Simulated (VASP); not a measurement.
Input:

```
CELL_PARAMETERS angstrom
      1.36478    -2.36387     0.00000
      1.36478     2.36387     0.00000
      0.00000     0.00000     4.37274
ATOMIC_POSITIONS crystal
  Tc 0.33333 0.66667 0.25000
  Tc 0.66667 0.33333 0.75000
```

These are PBE GGA with D4 dispersion, VASP's PBE PAW potentials (set 64) (plane waves; VASP 6.6.1) values and carry that method's errors. Run with 520 eV cut-off, Gaussian smearing of 0.050 eV, potentials Tc_pv.

Problem. What does the run give for the band gap (along the path) with the smallest direct gap where there is one?

Solution. 
| Item | Value |
|---|---|
| band gap (along the path) | none (metal, semimetal or under 0.01 eV) |

Total energies compare only between runs with the same potentials, cut-off and functional.

The compound is Tc in the hcp structure. It was relaxed first.
